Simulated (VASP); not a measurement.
Given:

```
Na2S
1.0
    0.00000     3.15554     3.15554
    3.15554     0.00000     3.15554
    3.15554     3.15554     0.00000
Na S
2 1
Cartesian
  1.57777   1.57777   1.57777
  4.73331   4.73331   4.73331
  0.00000   3.15554   3.15554
```

Level of theory: PBE GGA with D3 dispersion (zero damping), VASP's PBE PAW potentials (set 64) (plane waves; VASP). Numerical set-up: 520 eV cut-off, 6×6×6 Γ-centred mesh, Gaussian smearing of 0.050 eV, potentials Na_pv S.

Q: Give the stress tensor in GPa (positive for a compressed cell).

A: 
```
2.36  0.00  0.00
0.00  2.36  0.00
0.00  0.00  2.36
```
The pressure is its mean diagonal, 2.36 GPa.

The compound is Na2S in the antifluorite structure. This cell is one point of a volume scan, at 0.94 of the reference volume.
